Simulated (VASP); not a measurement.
VASP input:

**POSCAR**
```
ZrN
1
    0.0000000000     2.2713679490     2.2713679490
    2.2770606005    -0.0056926515     2.2770606005
    2.2770606005     2.2770606005    -0.0056926515
Zr N
1 1
Direct
  0.0000000000   0.0000000000   0.0000000000
  0.5000000000   0.5000000000   0.5000000000
```

KPOINTS:
```
Automatic mesh
0
Gamma
12 12 12
0 0 0
```

**INCAR**
```
SYSTEM = ZrN
PREC = Accurate; ENCUT = 600; LREAL = .False.
LASPH = .True.
EDIFF = 1E-7; NELM = 100; ALGO = Normal
LMAXMIX = 4
ISMEAR = 1; SIGMA = 0.1
GGA = PS
IBRION = 2; NSW = 30; ISIF = 2
EDIFFG = -0.01
LWAVE = .False.; LCHARG = .False.
```

POTCAR, in this order: Zr_sv N (PBE.64 set). Program: vasp_std.

Q: Write an equivalent input for Ansatz.

A: One equivalent input (not run):
Ansatz 0.2 input:
```yaml
crystal:
  lattice:
    - [0.0000000, 2.2713679, 2.2713679]
    - [2.2770606, -0.0056927, 2.2770606]
    - [2.2770606, 2.2770606, -0.0056927]
  atoms:
    - { symbol: Zr, position: [0.0000000, 0.0000000, 0.0000000] }
    - { symbol: N, position: [0.5000000, 0.5000000, 0.5000000] }
kpoints:
  mp_grid: { grid: [12, 12, 12] }
hamiltonian:
  xc: pbesol
  pseudopotentials: { kind: paw }
scf:
  occupations: { method: methfessel_paxton, width: 0.1 }
  max_iter: 100
relax:
  max_steps: 30
  f_tol: 0.01
output: { forces: true, stress: true, eigenvalues: true }
```
Limits of the translation: each code has its own PAW files, so the cut-off isn't converted (ENCUT is set for VASP's; basis.ecutwfc is left out, and Ansatz then takes the one that its files recommend); Ansatz stops its SCF on the density residual and VASP on the energy change (EDIFF).

The compound is ZrN in the rock salt structure. This cell was strained or had an atom moved on purpose.
